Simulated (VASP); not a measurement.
A run of VASP 6.6.1 is set up as follows.

File INCAR:

```
SYSTEM = Fe2O3
PREC     = Accurate       ! precision mode
ENCUT    = 600            ! plane-wave cutoff, eV
EDIFF    = 1E-6           ! SCF threshold, eV
ISMEAR   = 1              ! smearing method
SIGMA    = 0.1            ! smearing width, eV
LREAL    = .False.        ! projectors in reciprocal space
LASPH    = .True.         ! aspherical terms in the spheres
NELM     = 150            ! most SCF steps
ALGO     = Normal         ! electronic algorithm
ISIF     = 3              ! what is computed and relaxed
LWAVE    = .False.        ! write WAVECAR
LCHARG   = .False.        ! write CHGCAR
ISPIN    = 2              ! spin polarisation
MAGMOM   = 4 4 4 4 0 0 0 0 0 0 ! initial moments
LORBIT   = 11             ! projections on sites
LMAXMIX  = 4              ! l up to which the mixer works
LDAU     = .True.         ! DFT+U
LDAUTYPE = 2            
LDAUL    = 2 -1           ! shell
LDAUU    = 5.3 0          ! U, eV
LDAUJ    = 0 0          
LDAUPRINT= 1            
GGA      = CA             ! functional
IBRION   = 2              ! ionic algorithm
NSW      = 90             ! ionic steps
EDIFFG   = -0.01          ! ionic threshold
AMIX     = 0.2          
BMIX     = 1E-4         
AMIX_MAG = 0.8          
BMIX_MAG = 1E-4         
KPAR     = 4
```

File KPOINTS:

```
regular mesh
0
Gamma
  9 9 9
  0 0 0
```

Contents of POSCAR:

```
Fe2O3
1.0
    2.5190000000      1.4543453300      4.5906666700
   -2.5190000000      1.4543453300      4.5906666700
    0.0000000000     -2.9086906600      4.5906666700
Fe O
4 6
Direct
    0.3553000000      0.3553000000      0.3553000000
    0.1447000000      0.1447000000      0.1447000000
    0.6447000000      0.6447000000      0.6447000000
    0.8553000000      0.8553000000      0.8553000000
    0.5559000000      0.9441000000      0.2500000000
    0.2500000000      0.5559000000      0.9441000000
    0.9441000000      0.2500000000      0.5559000000
    0.4441000000      0.0559000000      0.7500000000
    0.7500000000      0.4441000000      0.0559000000
    0.0559000000      0.7500000000      0.4441000000
```

Potentials or basis: VASP PAW LDA potentials, release 64 (Fe, O).

Launch:

```console
$ cat potpaw_LDA.64/Fe/POTCAR potpaw_LDA.64/O/POTCAR > POTCAR
$ mpirun -np 4 vasp_std > vasp.out
```

Problem. Estimate the relaxed cell.

Solution. a = 5.349 Å, b = 5.349 Å, c = 5.349 Å, α = 55.65°, β = 55.65°, γ = 55.65°.

Problem. Predict the net moment.

Solution. 20.00 μB per cell.

Problem. What does it give for the site moments?

Solution. Fe +4.41; O +0.35 μB.

Final structure:
```cif
data_structure
_symmetry_space_group_name_H-M 'P 1'
_symmetry_Int_Tables_number 1
_cell_length_a 5.3492
_cell_length_b 5.3492
_cell_length_c 5.3492
_cell_angle_alpha 55.645
_cell_angle_beta 55.645
_cell_angle_gamma 55.645
_cell_volume 97.29
loop_
_atom_site_label
_atom_site_type_symbol
_atom_site_fract_x
_atom_site_fract_y
_atom_site_fract_z
_atom_site_occupancy
Fe1 Fe 0.35291 0.35291 0.35291 1
Fe2 Fe 0.14709 0.14709 0.14709 1
Fe3 Fe 0.64709 0.64709 0.64709 1
Fe4 Fe 0.85291 0.85291 0.85291 1
O1 O 0.55443 0.94557 0.25000 1
O2 O 0.25000 0.55443 0.94557 1
O3 O 0.94557 0.25000 0.55443 1
O4 O 0.44557 0.05443 0.75000 1
O5 O 0.75000 0.44557 0.05443 1
O6 O 0.05443 0.75000 0.44557 1
```

Caveat: only a ferromagnetic start was run, and an antiferromagnetic order may lie lower in energy. The state reached can hang on the start; a lower one may exist.
